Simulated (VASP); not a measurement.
CdSe (zinc blende): the LDA gap over mesh and path against the volume, with the cell scaled uniformly; LDA's own equilibrium is at 27.155 Å³/atom. VASP (PAW), 400 eV cut-off, 9×9×9 Γ-centred mesh, Gaussian smearing of 0.050 eV, potentials Cd Se.  Fit the value as a straight line in ln V.

```json
[
 {"V (Å³/atom)": "24.711", "LDA gap over mesh and path (eV)": "0.623"},
 {"V (Å³/atom)": "25.525", "LDA gap over mesh and path (eV)": "0.559"},
 {"V (Å³/atom)": "26.34", "LDA gap over mesh and path (eV)": "0.495"},
 {"V (Å³/atom)": "27.155", "LDA gap over mesh and path (eV)": "0.433"},
 {"V (Å³/atom)": "27.969", "LDA gap over mesh and path (eV)": "0.373"},
 {"V (Å³/atom)": "28.784", "LDA gap over mesh and path (eV)": "0.315"}
]
```

Question: Fit the rows as the text says and predict the value at 23.896.

Answer: The slope against ln V is -2.02 eV, the volume deformation potential of this gap. The line misses the rows by up to 0.001 and gives 0.692 at 23.896. The run gave 0.689, -0.003 from the line.

Left out are failed runs and those whose mesh is unfit for this quantity.

The compound is CdSe in the zinc blende structure, whereas wurtzite is the usual form.
